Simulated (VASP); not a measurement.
Shape and ions are relaxed at each volume.

Energy against volume of GaN (wurtzite). Calculation: optB88-vdW, VASP's PBE PAW potentials (set 64) (plane waves; VASP).

```csv
V (Å³/atom),E (eV/atom)
10.990,-3.69882
11.340,-3.71872
11.691,-3.72499
12.042,-3.71969
12.392,-3.70456
```

**Question.** Fit a third-order Birch-Murnaghan equation of state.

**Answer.** 
volume per atom: 11.70 Å^3/atom
bulk modulus: 175 GPa
pressure derivative of the bulk modulus: 4.46

The compound is GaN in the wurtzite structure. It was relaxed first.
